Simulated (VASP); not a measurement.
Output of a VASP run:

File OSZICAR:
```
       N       E                     dE             d eps       ncg     rms          rms(c)
DAV:   1     0.334059767425E+02    0.33406E+02   -0.48712E+03  2192   0.163E+03
DAV:   2    -0.359888666225E+01   -0.37005E+02   -0.35206E+02  2181   0.183E+02
DAV:   3    -0.398805933376E+01   -0.38917E+00   -0.38850E+00  2549   0.274E+01
DAV:   4    -0.399116092929E+01   -0.31016E-02   -0.31012E-02  2523   0.225E+00
DAV:   5    -0.399120803893E+01   -0.47110E-04   -0.47109E-04  2450   0.221E-01    0.719E+00
DAV:   6    -0.363547466264E+01    0.35573E+00   -0.14795E+01  2283   0.892E+01    0.396E+00
DAV:   7    -0.325875146246E+01    0.37672E+00   -0.24770E+00  2283   0.365E+01    0.373E-01
DAV:   8    -0.325290021000E+01    0.58513E-02   -0.21117E-02  2587   0.336E+00    0.441E-01
DAV:   9    -0.324964791337E+01    0.32523E-02   -0.24703E-02  2336   0.335E+00    0.504E-02
DAV:  10    -0.324961946384E+01    0.28450E-04   -0.23657E-04  1278   0.347E-01
   1 F= -.32496195E+01 E0= -.32495728E+01  d E =-.139846E-03
```

### OUTCAR
```
------------------------ aborting loop because EDIFF is reached ----------------------------------------
  FORCE on cell =-STRESS in cart. coord.  units (eV):
  Direction    XX          YY          ZZ          XY          YZ          ZX
  --------------------------------------------------------------------------------------
  Total        0.4679536      0.4679536      0.4679536      0.0000000      0.0000000     -0.0000000
  in kB       56.9159078     56.9159078     56.9159078      0.0000000      0.0000000     -0.0000000
  external PRESSURE =      56.9159078 kB  Pullay stress =       0.0000000 kB
  volume of cell :       13.17
      direct lattice vectors                 reciprocal lattice vectors
     2.361710000  0.000000000  0.000000000     0.423422012  0.000000000  0.000000000
     0.000000000  2.361710000  0.000000000     0.000000000  0.423422012  0.000000000
     0.000000000  0.000000000  2.361710000     0.000000000  0.000000000  0.423422012
 POSITION                                       TOTAL-FORCE (eV/Angst)
 -----------------------------------------------------------------------------------
      0.00000      0.00000      0.00000         0.000000      0.000000      0.000000
 -----------------------------------------------------------------------------------
    total drift:                                0.000000      0.000000      0.000000
  FREE ENERGIE OF THE ION-ELECTRON SYSTEM (eV)
  ---------------------------------------------------
  free  energy   TOTEN  =        -3.2496194638 eV

  energy  without entropy=       -3.2494796183  energy(sigma->0) =       -3.24957285
```
(Selected blocks of OUTCAR.)

**POSCAR**
```
Cu
1
    2.3617100000     0.0000000000     0.0000000000
    0.0000000000     2.3617100000     0.0000000000
    0.0000000000     0.0000000000     2.3617100000
Cu
1
Direct
  0.0000000000   0.0000000000   0.0000000000
```

Q: Reconstruct the remaining input files.

A: Several could match; the one computed here: the input of the run itself, PBE GGA, plane waves, VASP's PBE PAW potentials (set 64).

INCAR:
```
SYSTEM = Cu
PREC = Accurate; ENCUT = 400; LREAL = F
LASPH = T
EDIFF = 1E-4; NELM = 100; ALGO = Normal
LMAXMIX = 4
ISMEAR = 1; SIGMA = 0.1
GGA = PE
ISIF = 2
LWAVE = F; LCHARG = F
```

File KPOINTS:
```
Automatic mesh
0
Gamma
14 14 14
0 0 0
```

POTCAR, in this order: Cu (PBE.64 set). Program: vasp_std.

The structure was generated: Cu was put into the simple-cubic type (Pm-3m), which need not be its known phase. The cell was not relaxed at this level. The run is one of a series of settings (EDIFF = 1E-4 against the base run), some of them coarse on purpose.
